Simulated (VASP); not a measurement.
Output of a VASP run:

File OSZICAR:
```
       N       E                     dE             d eps       ncg     rms          rms(c)
DAV:   1     0.240500623177E+02    0.24050E+02   -0.77863E+03  1856   0.121E+03
DAV:   2    -0.216386284759E+02   -0.45689E+02   -0.43345E+02  2409   0.216E+02
DAV:   3    -0.234256945847E+02   -0.17871E+01   -0.17693E+01  2405   0.325E+01
DAV:   4    -0.234423810775E+02   -0.16686E-01   -0.16677E-01  2206   0.330E+00
DAV:   5    -0.234426121597E+02   -0.23108E-03   -0.23105E-03  2490   0.304E-01    0.531E+01
DAV:   6    -0.203541301640E+02    0.30885E+01   -0.20269E+01  2082   0.228E+01    0.385E+01
DAV:   7    -0.202913245351E+02    0.62806E-01   -0.66383E-01  2171   0.618E+00    0.241E+01
DAV:   8    -0.202880772054E+02    0.32473E-02   -0.79806E-02  2095   0.272E+00    0.602E+00
DAV:   9    -0.202802169708E+02    0.78602E-02   -0.38583E-02  2086   0.116E+00    0.176E+00
DAV:  10    -0.202800338606E+02    0.18311E-03   -0.10012E-03  2239   0.279E-01    0.356E-01
DAV:  11    -0.202800255238E+02    0.83367E-05   -0.25609E-04  2152   0.110E-01    0.779E-02
DAV:  12    -0.202800221994E+02    0.33245E-05   -0.12414E-05  2173   0.296E-02    0.757E-02
DAV:  13    -0.202800212602E+02    0.93920E-06   -0.65017E-07  2244   0.851E-03    0.261E-03
DAV:  14    -0.202800212458E+02    0.14345E-07   -0.93094E-09  1146   0.979E-04
   1 F= -.20280021E+02 E0= -.20279901E+02  d E =-.360914E-03
```

### OUTCAR
```
------------------------ aborting loop because EDIFF is reached ----------------------------------------
  FORCE on cell =-STRESS in cart. coord.  units (eV):
  Direction    XX          YY          ZZ          XY          YZ          ZX
  --------------------------------------------------------------------------------------
  Total       -1.0642872     -1.0642872     -1.0642872     -0.0000000     -0.0000000      0.0000000
  in kB      -65.1748985    -65.1748985    -65.1748985     -0.0000000     -0.0000000      0.0000000
  external PRESSURE =     -65.1748985 kB  Pullay stress =       0.0000000 kB
  volume of cell :       26.16
      direct lattice vectors                 reciprocal lattice vectors
     0.000000000  2.356240904  2.356240904    -0.212202411  0.212202411  0.212202411
     2.356240904  0.000000000  2.356240904     0.212202411 -0.212202411  0.212202411
     2.356240904  2.356240904  0.000000000     0.212202411  0.212202411 -0.212202411
 POSITION                                       TOTAL-FORCE (eV/Angst)
 -----------------------------------------------------------------------------------
      0.00000      0.00000      0.00000         0.000000      0.000000      0.000000
      2.35624      2.35624      2.35624        -0.000000     -0.000000     -0.000000
 -----------------------------------------------------------------------------------
    total drift:                                0.000000      0.000000      0.000000
  FREE ENERGIE OF THE ION-ELECTRON SYSTEM (eV)
  ---------------------------------------------------
  free  energy   TOTEN  =       -20.2800212458 eV

  energy  without entropy=      -20.2796603323  energy(sigma->0) =      -20.27990094
```
(Selected blocks of OUTCAR.)

**POSCAR**
```
HfC
1
    0.0000000000     2.3562409040     2.3562409040
    2.3562409040     0.0000000000     2.3562409040
    2.3562409040     2.3562409040     0.0000000000
Hf C
1 1
Direct
  0.0000000000   0.0000000000   0.0000000000
  0.5000000000   0.5000000000   0.5000000000
```

Reconstruct the remaining input files.

One answer among several that fit: the input of the run itself, revPBE GGA, plane waves, VASP's PBE PAW potentials (set 64).

INCAR:
```
ISIF=2   ! forces and stress, cell fixed
PREC=Accurate
ALGO=Normal
LASPH=.TRUE.
LCHARG=.FALSE.
SIGMA=0.1   ! width (eV)
SYSTEM=HfC
EDIFF=1E-7
ENCUT=520   ! plane-wave cut-off (eV)
ISMEAR=1
NELM=100
LREAL=.FALSE.
LWAVE=.FALSE.
GGA=RE   ! revPBE
LMAXMIX=6   ! l cut-off of mixed one-centre charges
```

**KPOINTS**
```
Automatic mesh
0
Gamma
13 13 13
0 0 0
```

POTCAR, in this order: Hf_pv C (PBE.64 set). Program: vasp_std.

The compound is HfC in the rock salt structure. This cell is one point of a volume scan, at 1.03 of the reference volume.
